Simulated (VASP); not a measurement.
Here is the system:

```xyz
4
Lattice="3.1522 0.0000 0.0000 0.0000 1.6801 4.4657 0.0000 -1.6801 4.4657" Properties=species:S:1:pos:R:3 pbc="T T T"
Hf     1.5761     0.0000     7.6225
Ta     0.0000     0.0000     1.2686
B      1.5761     0.0000     5.0101
B      0.0000     0.0000     4.0032
```

These are PBEsol GGA, VASP's PBE PAW potentials (set 64) (plane waves; VASP) values and carry that method's errors. Numerical set-up: 520 eV cut-off, 11×11×11 Γ-centred mesh, tetrahedra with Blöchl corrections, potentials Hf_pv Ta_pv B.

The cores are frozen, which limits the accuracy of field gradients.

Task: Give the principal components of the electric field gradient (V/Å²) and the asymmetry η at each nucleus.

Result: 
```tsv
atom	Vxx	Vyy	Vzz	η
Hf1	46.0	15.6	-61.6	0.49
Ta2	66.0	35.2	-101.2	0.30
B3	-1.8	0.0	1.9	0.98
B4	2.4	1.7	-4.0	0.17
```

The structure comes from a computed database's HfTaB2 entry (Amm2); how it stands against other phases isn't given here. It was relaxed first.
